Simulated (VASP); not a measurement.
A convergence study with VASP on Be (space group no. 194 when undisturbed): one setting is varied, all else stays as given below, so the limit is that of these other settings. One atom is moved off its site, so that forces are finite.

```yaml
crystal:
  lattice:
    - [1.13928, -1.97328, 0.00000]
    - [1.13928, 1.97328, 0.00000]
    - [0.00000, 0.00000, 3.56210]
  atoms:
    - { symbol: Be, position: [0.33333, 0.66667, 0.26404] }
    - { symbol: Be, position: [0.66667, 0.33333, 0.75000] }
```

Level of theory: PBE GGA, VASP's PBE PAW potentials (set 64) (plane waves; VASP). The tightest run used: 720 eV cut-off, 16×16×9 Γ-centred mesh, Fermi-Dirac smearing of 0.10 eV, potentials Be.

| setting | E (eV/atom) | pressure (GPa) | largest force (eV/Å) | plane waves |
|---|---|---|---|---|
| ENCUT = 105 | -3.4812 | -8.36 | 0.475 | 44 |
| ENCUT = 120 | -3.6251 | -6.87 | 0.495 | 54 |
| ENCUT = 135 | -3.6714 | -5.93 | 0.461 | 62 |
| ENCUT = 150 | -3.6938 | -5.29 | 0.416 | 71 |
| ENCUT = 165 | -3.7103 | -4.73 | 0.389 | 87 |
| ENCUT = 180 | -3.7259 | -4.03 | 0.381 | 98 |
| ENCUT = 210 | -3.7502 | -2.40 | 0.388 | 118 |

Q: These are the cheaper rows. Estimate the results at ENCUT = 720, and how far the last row shown lies from them.

A: 
```json
[
 {"quantity": "E (eV/atom)", "tightest run": "-3.7641", "last row shown is off by": "0.0139"},
 {"quantity": "pressure (GPa)", "tightest run": "-1.10", "last row shown is off by": "-1.30"},
 {"quantity": "largest force (eV/Å)", "tightest run": "0.396", "last row shown is off by": "-0.008"}
]
```

Left out are rungs that failed or repeat a setting and relaxations that didn't move; long series are thinned to 24 rows.

The structure is a typed Be crystal (space group no. 194). The cell was not relaxed at this level, it is distorted from the ideal structure.
